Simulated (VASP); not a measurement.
H22CO11, 34 atoms in the cell. The cell holds a amorphous, 34 atoms: a = 7.120 Å, b = 7.120 Å, c = 7.120 Å, α = 90.00°, β = 90.00°, γ = 90.00°. The cell was built by a generator and needn't be a form met in nature.

```yaml
Program: VASP 6.6.1
Task: single point
Functional: PBE
Dispersion: D3(BJ)
Potentials_or_basis: VASP PAW PBE potentials, release 64 (O, H, C)
Cutoff: 520 eV
k_mesh: 1 × 1 × 1
Occupations: fermi-dirac, width 0.05 eV
Spin: no spin polarisation
Dipole_correction: no
Further_INCAR_settings: LREAL = Auto; ALGO = Fast; EDIFF = 1e-06; NBANDS = 69
```

Potentials or basis: VASP PAW PBE potentials, release 64 (O, H, C).

The run is started by

```console
$ cat potpaw_PBE.64/O/POTCAR potpaw_PBE.64/H/POTCAR potpaw_PBE.64/C/POTCAR > POTCAR
$ mpirun -np 1 vasp_gam > vasp.out
```

Hardware: 1 thread of Intel(R) Xeon(R) Platinum 8488C (Sapphire Rapids), on a shared host.

**Question.** How long does it take, and how much memory?

**Answer.** Run time: 59 s on 1 thread of Intel(R) Xeon(R) Platinum 8488C (Sapphire Rapids), with other jobs on the host, peak memory 0.39 GiB. Counts: scf iterations 16, k points 1.
